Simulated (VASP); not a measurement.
## Mg2CdO3: relaxation of cell and atoms with PBE

Crystal: Mg2CdO3.

```
Mg Cd O
1.0
     5.16338   -2.24542    0.00000
     5.16338    2.24542    0.00000
    -0.07410    0.00000    3.43523
Mg Cd O
2 1 3
Direct
  0.65669 0.65669 0.50719
  0.34331 0.34331 0.49281
  0.00000 0.00000 0.00000
  0.85976 0.85976 0.49067
  0.50000 0.50000 0.00000
  0.14024 0.14024 0.50933
```

The cell was built by a generator and needn't be a form met in nature.

```json
{"Program": "VASP 6.6.1", "Task": "relaxation of cell and atoms", "Functional": "PBE", "Potentials or basis": "VASP PAW PBE potentials, release 64 (Mg, Cd, O)", "Cutoff": "520 eV", "k mesh": "4 × 4 × 4", "Occupations": "gaussian, width 0.15 eV", "Spin": "no spin polarisation", "Further INCAR settings": "PREC = Normal; ALGO = Fast; EDIFF = 0.0001; IBRION = 2; EDIFFG = -0.08; NSW = 24; ISIF = 3"}
```

The relaxed volume is 12.56 Å³/atom and the relaxed cell is a = 5.495 Å, b = 5.495 Å, c = 3.371 Å, α = 91.19°, β = 91.19°, γ = 47.75°. The space group after relaxing (to 0.05 Å) is C2/m (No. 12) and the energy gained by relaxing is 108.9 meV/atom. The ionic steps are 9, the pressure after relaxing is -0.2 GPa and the largest force after relaxing is 0.031 eV/Å. The band gap on the k mesh is 0.99 eV, direct.

Forces in eV/Å, atoms in the order of the input:
```
Mg  -0.001  0.000  0.015
Mg   0.001  0.000 -0.015
Cd   0.000  0.000  0.000
O    0.017  0.000 -0.026
O    0.000  0.000  0.000
O   -0.017  0.000  0.026
```

Stress tensor (GPa, compression positive):
```
-0.33  0.00 -0.12
 0.00 -0.29  0.00
-0.12  0.00  0.11
```

The path:
| step | energy change (eV) | largest force (eV/Å) | pressure (GPa) | volume (Å³) |
| --- | --- | --- | --- | --- |
| 1 | 0.0000 | 2.6678 | -3.96 | 79.66 |
| 2 | -0.5719 | 0.7810 | 0.57 | 75.89 |
| 3 | -0.5791 | 0.8383 | 1.45 | 75.38 |
| 4 | -0.6376 | 0.0605 | -1.20 | 76.22 |
| 5 | -0.6376 | 0.0545 | -0.85 | 76.24 |
| 6 | -0.6479 | 0.0624 | -0.44 | 75.55 |
| 7 | -0.6504 | 0.0920 | 1.41 | 74.45 |
| 8 | -0.6515 | 0.0849 | 0.81 | 74.88 |
| 9 | -0.6533 | 0.0307 | -0.17 | 75.34 |

Final structure:
```cif
data_structure
_symmetry_space_group_name_H-M 'P 1'
_symmetry_Int_Tables_number 1
_cell_length_a 5.4953
_cell_length_b 5.4953
_cell_length_c 3.3710
_cell_angle_alpha 91.191
_cell_angle_beta 91.191
_cell_angle_gamma 47.754
_cell_volume 75.34
loop_
_atom_site_label
_atom_site_type_symbol
_atom_site_fract_x
_atom_site_fract_y
_atom_site_fract_z
_atom_site_occupancy
Mg1 Mg 0.64740 0.64740 0.50695 1
Mg2 Mg 0.35260 0.35260 0.49305 1
Cd1 Cd 0.00000 0.00000 0.00000 1
O1 O 0.84183 0.84183 0.48855 1
O2 O 0.50000 0.50000 0.00000 1
O3 O 0.15817 0.15817 0.51145 1
```

Levels at points of the mesh, in eV from the valence-band top:
| k point | band 15 | band 16 | band 17 | band 18 | band 19 | band 20 |
| --- | --- | --- | --- | --- | --- | --- |
| (0.00, 0.00, 0.00) | -1.37 | -1.15 | 0.00 | 0.99 | 6.35 | 7.26 |
| (0.50, 0.00, 0.00) | -1.36 | -0.38 | -0.23 | 4.38 | 4.81 | 5.10 |
| (0.50, 0.50, 0.00) | -1.27 | -0.98 | -0.47 | 3.58 | 4.02 | 5.86 |
| (0.00, 0.00, 0.50) | -1.83 | -1.29 | -0.74 | 5.48 | 5.73 | 6.02 |
| (0.50, 0.00, 0.50) | -1.93 | -0.64 | -0.26 | 4.95 | 6.32 | 6.45 |
| (0.50, 0.50, 0.50) | -2.02 | -1.38 | -1.36 | 5.09 | 6.41 | 7.03 |

It took 91 s on 1 thread of Intel(R) Xeon(R) Platinum 8259CL CPU @ 2.50GHz (Skylake/Cascade Lake) (shared host), peak memory 0.19 GiB.

Caveat: the k mesh is coarse (spacing up to 0.46 Å⁻¹), so the values aren't converged; the relaxation stopped at a loose force limit of 0.08 eV/Å, so its end isn't a converged minimum. Expect the measured gap to be larger: semilocal functionals such as PBE lack the derivative discontinuity.
